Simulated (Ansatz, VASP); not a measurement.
# Cross-check of Si11B4O28 (boron-doped silica glass) between VASP and Ansatz

Aim: how closely do two programs agree when they are given the same cell, functional and k mesh? Of the first pair: The structure shown is the start of the Ansatz relaxation below; VASP solves that cell, so the two are compared at the walk's first step.

Method: plane waves, with VASP 6.6.1 beside it; single point at PBE, in Ansatz 0.2.0.

### Step 1. The starting structure

The cell holds 43 atoms: 11 Si, 4 B and 28 O. Cell: a = 8.570 Å, b = 8.570 Å, c = 8.570 Å, α = 90.0°, β = 90.0°, γ = 90.0°. As first built, before any earlier steps moved the atoms (in the runner's words): kind boron-doped silica glass; units_of_the_quenched_model {'SiO2': 11, 'B2O3': 2}; melt_K 2600; rate_K_ps 100; atoms 43.

### Step 2. Ansatz: relaxation, PBE

Ansatz runs on its PAW soft_1 files.

The two programs are compared at the cell with which this relaxation starts, whose forces are those of its first step.

input.yaml reads:

```yaml
crystal:
  lattice:
    - [8.5704, 0.0, 0.0]
    - [0.0, 8.5704, 0.0]
    - [0.0, 0.0, 8.5704]
  atoms:
    - { symbol: Si, position: [0.477013, 0.679995, 0.106341] }
    - { symbol: Si, position: [0.842907, 0.613919, 0.122355] }
    - { symbol: Si, position: [0.281894, 0.380702, 0.208535] }
    - { symbol: Si, position: [0.299946, 0.856364, 0.824851] }
    - { symbol: Si, position: [0.858256, 0.074835, 0.490493] }
    - { symbol: Si, position: [0.551139, 0.061132, 0.673845] }
    - { symbol: Si, position: [0.693052, 0.109785, 0.016967] }
    - { symbol: Si, position: [0.080857, 0.129148, 0.756413] }
    - { symbol: Si, position: [0.957968, 0.42973, 0.402121] }
    - { symbol: Si, position: [0.18588, 0.614174, 0.592038] }
    - { symbol: Si, position: [0.392619, 0.126219, 0.235868] }
    - { symbol: B, position: [0.334346, 0.829168, 0.365209] }
    - { symbol: B, position: [0.889364, 0.353621, 0.945775] }
    - { symbol: B, position: [0.917245, 0.921772, 0.188356] }
    - { symbol: B, position: [0.332015, 0.3107, 0.617559] }
    - { symbol: O, position: [0.396682, 0.796335, 0.977482] }
    - { symbol: O, position: [0.663698, 0.660091, 0.074715] }
    - { symbol: O, position: [0.453347, 0.758366, 0.279265] }
    - { symbol: O, position: [0.398255, 0.290919, 0.337647] }
    - { symbol: O, position: [0.956141, 0.034604, 0.648241] }
    - { symbol: O, position: [0.986716, 0.259494, 0.857315] }
    - { symbol: O, position: [0.116699, 0.413667, 0.292728] }
    - { symbol: O, position: [0.199333, 0.712262, 0.753384] }
    - { symbol: O, position: [0.835259, 0.518846, 0.287851] }
    - { symbol: O, position: [0.420464, 0.92192, 0.688513] }
    - { symbol: O, position: [0.919529, 0.976574, 0.340865] }
    - { symbol: O, position: [0.638148, 0.057235, 0.843659] }
    - { symbol: O, position: [0.234743, 0.736765, 0.453278] }
    - { symbol: O, position: [0.889898, 0.260139, 0.453224] }
    - { symbol: O, position: [0.950932, 0.767127, 0.154322] }
    - { symbol: O, position: [0.195282, 0.222132, 0.633704] }
    - { symbol: O, position: [0.74993, 0.291352, 0.002867] }
    - { symbol: O, position: [0.273426, 0.21445, 0.109974] }
    - { symbol: O, position: [0.374848, 0.517858, 0.119258] }
    - { symbol: O, position: [0.315762, 0.988539, 0.338253] }
    - { symbol: O, position: [0.017742, 0.535022, 0.549373] }
    - { symbol: O, position: [0.554025, 0.089159, 0.145844] }
    - { symbol: O, position: [0.469183, 0.232899, 0.657708] }
    - { symbol: O, position: [0.184192, 0.00406, 0.854788] }
    - { symbol: O, position: [0.313755, 0.471454, 0.600389] }
    - { symbol: O, position: [0.674405, 0.041867, 0.530377] }
    - { symbol: O, position: [0.84552, 0.013049, 0.074937] }
    - { symbol: O, position: [0.926185, 0.504295, 0.991653] }
  symmetry: { detect: false }
kpoints:
  mp_grid: { grid: [2, 2, 2] }
scf:
  occupations: { method: fermi_dirac, width: 0.05 }
hamiltonian:
  xc: pbe
  pseudopotentials: { kind: paw, azcp: { folder: soft_1 } }
output:
  forces: true
  stress: true
relax:
  f_tol: 0.04
  max_steps: 100
  escape_saddle: false
  cell: { stress_tol: 0.4, fix: [] }
```

Started as:

```bash
ansatz run input.yaml --threads 5 --pin off --max-ram 12800MiB --backend cpu --events-out ev --progress --plain --runs-dir out
```

Numbers of over 12 decimals in the logs are rounded to 6 here.

Output:

```text
Engine: ansatz 0.2.0, x86_64-unknown-linux-gnu
Pseudopotentials: kind: paw
Pseudopotential: Si, paw, valence charge 4, recommended cutoff 420 eV (normal), soft_1/Si.paw.azcp
Pseudopotential: B, paw, valence charge 3, recommended cutoff 420 eV (normal), soft_1/B.paw.azcp
Pseudopotential: O, paw, valence charge 6, recommended cutoff 420 eV (normal), soft_1/O.paw.azcp
Functional definition: PBE
  parameter kappa = 0.804
  parameter beta = 0.066725
  exchange = pbe_x(kappa = kappa, mu = beta*pi^2/3)
  correlation = pbe_c(beta = beta)
Crystal: 43 atoms, lattice volume = 629.511 Å³
Basis set: ecut = 420 eV, 12293 PW (Γ), exchange–correlation on 120×120×120 points (8 copies of the dense FFT grid, shifted against one another)
Bands: 155, of which v1, the nominal top of the filled ones, is band 112 counted from 1 (111 counted from 0)
Symmetry: 1 space group operations
k-points: 8
Non-local potential: Si, projectors of the file, l = 0: 2, l = 1: 2, l = 2: 1
Non-local potential: B, projectors of the file, l = 0: 2, l = 1: 2, l = 2: 1
Non-local potential: O, projectors of the file, l = 0: 2, l = 1: 2, l = 2: 1
PAW form: soft (Blöchl's): semilocal exchange-correlation on the pseudo side does not see the compensation charge
PAW one-centre angular grid: Si, 110 points (default); XC on 64 Gauss nodes
PAW one-centre angular grid: B, 110 points (default); XC on 64 Gauss nodes
PAW one-centre angular grid: O, 110 points (default); XC on 64 Gauss nodes
Initial density: superposition of atomic densities (chi_scale 0.1, normalization cell, long waves kept (reshape's long-wave potential 0.05 eV rms))
Initial wavefunctions: pseudopotential atomic-orbital guess
Functional: x = pbe(κ = 0.804, μ = 0.219515), c = pbe(β = 0.066725)
SCF iter   1: F=—  HF=-23570.832929 eV  |F-HF|=—  |Δ(HF+E_count)|=         —  Δρ=1.18e-1  dr2=8.06e1  ethr=3.10e-3  ⟨swp⟩=6.0  Hψ=5580  notcnv=0  defer=152
preconditioner: auto → Resta (q_TF=auto, 2.297 Å⁻¹)  ε∞=2.6  [insulator: Δε(μ)=6.785 eV  Ē_g=17.571 eV  σ=0.050 eV  W_gap=1.00  n_scr=122 (ndim 8)  ℏωp=22.2 eV  f_vac=0.156  D(μ)=0.00/eV (n_scr^D=0)  ε∞_Penn≈2.6]
SCF iter   2: F=—  HF=-23548.836484 eV  |F-HF|=—  |Δ(HF+E_count)|=    2.20e1  Δρ=4.13e-2  dr2=4.86e0  ethr=3.10e-3  ⟨swp⟩=3.8  Hψ=3091  notcnv=0  defer=290
SCF iter   3: F=—  HF=-23548.263125 eV  |F-HF|=—  |Δ(HF+E_count)|=   5.73e-1  Δρ=1.97e-2  dr2=1.53e0  ethr=2.17e-3  ⟨swp⟩=2.8  Hψ=1071  notcnv=0  defer=290
SCF iter   4: F=—  HF=-23548.230688 eV  |F-HF|=—  |Δ(HF+E_count)|=   3.24e-2  Δρ=2.47e-3  dr2=3.64e-2  ethr=6.82e-4  ⟨swp⟩=2.2  Hψ=1886  notcnv=0  defer=295
SCF iter   5: F=—  HF=-23548.241655 eV  |F-HF|=—  |Δ(HF+E_count)|=   1.10e-2  Δρ=1.49e-3  dr2=1.15e-2  ethr=1.62e-5  ⟨swp⟩=2.0  Hψ=1938  notcnv=0  defer=295
SCF iter   6: F=—  HF=-23548.243097 eV  |F-HF|=—  |Δ(HF+E_count)|=   1.44e-3  Δρ=4.19e-4  dr2=1.59e-3  ethr=5.14e-6  ⟨swp⟩=2.0  Hψ=1803  notcnv=0  defer=295
SCF iter   7: F=—  HF=-23548.243424 eV  |F-HF|=—  |Δ(HF+E_count)|=   3.27e-4  Δρ=1.32e-4  dr2=1.91e-4  ethr=7.10e-7  ⟨swp⟩=2.0  Hψ=1587  notcnv=0  defer=295
SCF iter   8: F=—  HF=-23548.243392 eV  |F-HF|=—  |Δ(HF+E_count)|=   3.21e-5  Δρ=9.73e-5  dr2=4.99e-5  ethr=8.54e-8  ⟨swp⟩=2.0  Hψ=1643  notcnv=0  defer=295
SCF iter   9: F=—  HF=-23548.242781 eV  |F-HF|=—  |Δ(HF+E_count)|=   6.11e-4  Δρ=2.05e-5  dr2=3.11e-6  ethr=2.23e-8  ⟨swp⟩=2.0  Hψ=1901  notcnv=0  defer=295
SCF iter  10: F=—  HF=-23548.242777 eV  |F-HF|=—  |Δ(HF+E_count)|=   4.43e-6  Δρ=6.55e-6  dr2=3.76e-7  ethr=1.39e-9  ⟨swp⟩=2.0  Hψ=1625  notcnv=0  defer=295
SCF iter  11: F=—  HF=-23548.242776 eV  |F-HF|=—  |Δ(HF+E_count)|=   5.80e-7  Δρ=5.52e-6  dr2=1.53e-7  ethr=4.46e-11  ⟨swp⟩=5.2  Hψ=4554  notcnv=0
SCF iter  12: F=-23548.242776 eV  HF=-23548.242776 eV  |F-HF|=1.40e-9  |Δ(HF+E_count)|=   7.65e-8  Δρ=1.23e-6  dr2=9.47e-9  ethr=4.46e-11  ⟨swp⟩=5.0  Hψ=4199  notcnv=0
SCF 1 converged in 12 iterations: F = -23548.242776 eV  dr2 = 9.47e-9
  greatest PAW one-centre occupation: 0.865 electrons in one spin orbital (limit 2), on the O atom at site 18 (counted from 0), in its partial waves of l = 0
relax step   1: F+E_penalty+E_count = -23548.24277594 eV  Δ(F+E_penalty+E_count) = +0.000e0 eV  max|allowed force component| = 2.101e0 eV/Å  Δτ_max = 0.0000 Å  P = -2.190 GPa  Ω = 629.511 Å³  (12 SCF iters, dr2 threshold 1.00e-7 eV, accepted)
Crystal: 43 atoms, lattice volume = 629.796 Å³
Basis set: ecut = 420 eV, 12305 PW (Γ), exchange–correlation on 120×120×120 points (8 copies of the dense FFT grid, shifted against one another)
Initial density: handed on by an earlier stage of this run
Initial wavefunctions: those handed on with the density
iter 1 solved again at ethr=1.85e-4 eV; its pass at ethr=3.10e-3 eV (dr2=4.15e-1 eV) is discarded
SCF iter   1: F=—  HF=-23549.032205 eV  |F-HF|=—  |Δ(HF+E_count)|=         —  Δρ=1.09e-2  dr2=4.26e-1  ethr=1.85e-4  ⟨swp⟩=5.2  Hψ=6685  notcnv=0  defer=1
[...]
SCF iter   2: F=—  HF=-23549.485701 eV  |F-HF|=—  |Δ(HF+E_count)|=   6.81e-6  Δρ=6.90e-5  dr2=3.66e-6  ethr=6.50e-9  ⟨swp⟩=2.0  Hψ=2114  notcnv=0
SCF iter   3: F=—  HF=-23549.485764 eV  |F-HF|=—  |Δ(HF+E_count)|=   6.32e-5  Δρ=1.56e-5  dr2=5.11e-7  ethr=1.63e-9  ⟨swp⟩=2.0  Hψ=1912  notcnv=0
[...]
SCF converged after 4 iterations
Free energy (F): -23549.485766 eV
Harris-Foulkes:  -23549.485766 eV  (|F-HF|=2.37e-9)
Internal energy: -23549.485766 eV  (E = F + TS)
E sigma→0 (E₀):  -23549.485766 eV
Fermi energy:    3.675761 eV
--- Per-component energies (eV) ---
  E_band       = -1369.808762
  E_kinetic    = 5476.680909
  E_local      = -17366.413452  (includes V_loc(G=0)·N_el)
  E_nonlocal   = 1739.290268
  E_hartree    = 6651.929223
  E_xc         = -2762.051745
  E_vxc        = -3244.447462  (∫ρ·V_xc dr)
  E_paw        = -10525.497287  (= ΣΔE_a)
  E_vpaw       = -1278.801046  (= ΣTr[D̂ρ^β])
  E_aug_tail   = 0.023029  (compensation charges beyond the density's cutoff)
  E_ewald      = -6763.446711
  E_smearing   = -0.000000  (= −TS)
  E_closure    = 0.000000  (closes the sum)
  Σ components = -23549.485766   (vs F -23549.485766, Δ=0.00e0)
--- Forces (eV/Å), atoms counted from 1 ---
  atom   1  Si    -0.00026953    -0.00486173     0.01483236
  atom   2  Si    -0.00197564    -0.00323545     0.00965437
  atom   3  Si     0.00975636    -0.00391831     0.00754329
  atom   4  Si     0.00244658    -0.00644013    -0.00877442
  atom   5  Si    -0.00487444     0.00174605     0.00006806
  atom   6  Si    -0.01244543     0.00511946    -0.00946536
  atom   7  Si    -0.00947333    -0.00133524     0.00501471
  atom   8  Si     0.00644168     0.01141824    -0.01248947
  atom   9  Si    -0.00310792     0.00093986    -0.00487423
  atom  10  Si     0.00972376    -0.00133557    -0.00871500
  atom  11  Si     0.00008770    -0.00364454     0.01975740
  atom  12  B      0.00196958     0.02059702    -0.00317050
  atom  13  B     -0.00427480    -0.00781055    -0.00064535
  atom  14  B     -0.00682445    -0.00365576     0.01668313
  atom  15  B      0.00140109     0.00249988    -0.00125785
  atom  16  O     -0.00075025     0.00276539     0.00183973
  atom  17  O     -0.00280435     0.00133245    -0.00359865
  atom  18  O      0.00079147    -0.00586183    -0.00760953
  atom  19  O     -0.00084416     0.00046044    -0.00394588
  atom  20  O      0.00055457    -0.00022776     0.00225290
  atom  21  O      0.00431788    -0.00015614    -0.00049002
  atom  22  O      0.00079232    -0.00450796    -0.00250095
  atom  23  O     -0.00263983     0.00337569     0.00420566
  atom  24  O     -0.00163425     0.00307579     0.00189999
[...]
atom  36  O     -0.00102417    -0.00063867     0.00251140
  atom  37  O      0.00418818    -0.00059093    -0.00575461
  atom  38  O      0.00621980    -0.00482554     0.00477372
  atom  39  O     -0.00364477    -0.00231708     0.00371181
  atom  40  O     -0.00288945    -0.00283544     0.00053408
  atom  41  O      0.00241914     0.00122201    -0.00251929
  atom  42  O      0.00248761     0.01026879    -0.01011152
  atom  43  O     -0.00290850     0.00928206    -0.00336264
  max |Σ_I F_I| component: 1.48e-5 eV/Å
--- Stress (GPa, compression-positive) ---
       -0.100525      -0.024968      -0.017089
       -0.024956      -0.062498       0.030636
       -0.017082       0.030638      -0.014583
  P = ⅓ Tr σ = -0.0592 GPa (-0.592 kbar)
--- Relaxed structure (7 steps of the walk, 7 accepted, 1 SCFs on fresh bases) ---
  F+E_penalty+E_count = -23549.48576552 eV   max|allowed force component| = 2.060e-2 eV/Å   (the final SCF, on the basis selected at the relaxed cell)
  cell:  # Å, volume = 617.6734 Å³
    - [8.431409, -0.072516, -0.021277]
    - [-0.072516, 8.525024, 0.082820]
    - [-0.021277, 0.082820, 8.594846]
  atoms:
    - { symbol: Si, position: [0.468098, 0.674727, 0.093008] }
    - { symbol: Si, position: [0.832039, 0.608921, 0.122207] }
    - { symbol: Si, position: [0.284375, 0.371908, 0.199069] }
    - { symbol: Si, position: [0.290539, 0.859856, 0.815111] }
    - { symbol: Si, position: [0.855212, 0.079003, 0.494342] }
    - { symbol: Si, position: [0.553794, 0.075229, 0.691009] }
    - { symbol: Si, position: [0.701008, 0.111730, 0.022587] }
    - { symbol: Si, position: [0.080564, 0.136470, 0.766839] }
    - { symbol: Si, position: [0.965480, 0.430022, 0.389132] }
    - { symbol: Si, position: [0.198327, 0.610738, 0.582590] }
    - { symbol: Si, position: [0.393461, 0.121468, 0.226481] }
    - { symbol: B, position: [0.341760, 0.818092, 0.346012] }
    - { symbol: B, position: [0.891237, 0.356204, 0.954760] }
    - { symbol: B, position: [0.892733, 0.915882, 0.206974] }
    - { symbol: B, position: [0.341031, 0.322572, 0.649921] }
    - { symbol: O, position: [0.387490, 0.793974, 0.966744] }
    - { symbol: O, position: [0.654287, 0.647223, 0.056142] }
    - { symbol: O, position: [0.461729, 0.750107, 0.265152] }
    - { symbol: O, position: [0.406860, 0.286229, 0.328644] }
    - { symbol: O, position: [0.958188, 0.044524, 0.651219] }
    - { symbol: O, position: [0.992717, 0.264206, 0.874093] }
    - { symbol: O, position: [0.119521, 0.423213, 0.274402] }
    - { symbol: O, position: [0.189201, 0.716481, 0.737920] }
    - { symbol: O, position: [0.823827, 0.513389, 0.289482] }
    - { symbol: O, position: [0.417435, 0.936177, 0.688522] }
    - { symbol: O, position: [0.896957, 0.950957, 0.362152] }
    - { symbol: O, position: [0.655326, 0.049584, 0.851048] }
    - { symbol: O, position: [0.245291, 0.730076, 0.439796] }
    - { symbol: O, position: [0.895902, 0.257364, 0.435197] }
    - { symbol: O, position: [0.932358, 0.769354, 0.157304] }
    - { symbol: O, position: [0.202193, 0.236401, 0.655542] }
    - { symbol: O, position: [0.746621, 0.298580, 0.00813272] }
    - { symbol: O, position: [0.267851, 0.205826, 0.100680] }
    - { symbol: O, position: [0.364498, 0.511038, 0.094256] }
    - { symbol: O, position: [0.315457, 0.976826, 0.327371] }
    - { symbol: O, position: [0.025340, 0.529362, 0.540941] }
    - { symbol: O, position: [0.557702, 0.076021, 0.144625] }
    - { symbol: O, position: [0.483289, 0.253232, 0.685176] }
    - { symbol: O, position: [0.170862, -0.00144688, 0.866486] }
    - { symbol: O, position: [0.337046, 0.480117, 0.612231] }
    - { symbol: O, position: [0.667601, 0.056637, 0.539418] }
    - { symbol: O, position: [0.854056, 0.024502, 0.094338] }
    - { symbol: O, position: [0.929335, 0.508968, 0.991282] }
```

(Part 1 of 2 ends here.)

[Lines on the potential files, build, host, timing and source positions are cut from VASP's logs without a mark.]

[Logs are printed without paths, hosts, clocks, repeated set-up lines and the standing remarks that a program may print on its own settings, such as how far it seeks lower states.]

[Hosts, paths, dates, database ids (printed as entryN), source tags and the programs' standing remarks are cut or masked in the printed files.]
